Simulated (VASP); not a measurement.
Consider the following.

```
BN
1.0
    1.28426    -2.22441     0.00000
    1.28426     2.22441     0.00000
    0.00000     0.00000     4.24637
B N
2 2
Direct
  0.66667   0.33333   0.50015
  0.33333   0.66667   0.00015
  0.66667   0.33333   0.87485
  0.33333   0.66667   0.37485
```

Method: RPBE GGA, VASP's PBE PAW potentials (set 64) (plane waves; VASP 6.6.1). Numerical set-up: 520 eV cut-off, 11×11×6 Γ-centred mesh, tetrahedra with Blöchl corrections, potentials B N.

The cores are frozen, which limits the accuracy of field gradients.

Give the principal components of the electric field gradient (V/Å²) and the asymmetry η at each nucleus.

```tsv
atom	Vxx	Vyy	Vzz	η
B1	-0.5	-0.5	0.9	0.00
B2	-0.5	-0.5	0.9	0.00
N3	-2.2	-2.2	4.4	0.00
N4	-2.2	-2.2	4.4	0.00
```

The compound is BN in the wurtzite structure, a metastable high-pressure form. It was relaxed first.
